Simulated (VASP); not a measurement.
Here is the system:

```
CELL_PARAMETERS angstrom
      0.00000     2.35129     2.35129
      2.35129     0.00000     2.35129
      2.35129     2.35129     0.00000
ATOMIC_POSITIONS crystal
  Li 0.75000 0.75000 0.75000
  Li 0.25000 0.25000 0.25000
  O  0.00000 0.00000 0.00000
```

Level of theory: LDA (Ceperley-Alder, Perdew-Zunger), VASP's LDA PAW potentials (set 64) (plane waves; VASP 6.6.1). Run with 400 eV cut-off, 8×8×8 Γ-centred mesh, Gaussian smearing of 0.010 eV, potentials Li_sv O.

At this cut-off the stress carries a Pulay error, which pulls relaxed volumes low.

### Question
Predict the energy per atom (σ→0), pressure, band gap (on the k-mesh) with the smallest direct gap where there is one.

### Answer

```
Property                                     Result
-----------------------------------  --------------
band gap (on the k-mesh)                    4.66 eV
smallest direct gap (on the k-mesh)         4.91 eV
energy per atom (σ→0)                -5.237 eV/atom
pressure                                 -17.52 GPa
```

The structure comes from a computed database's Li2O entry; how it stands against other phases isn't given here. The cell was not relaxed at this level.
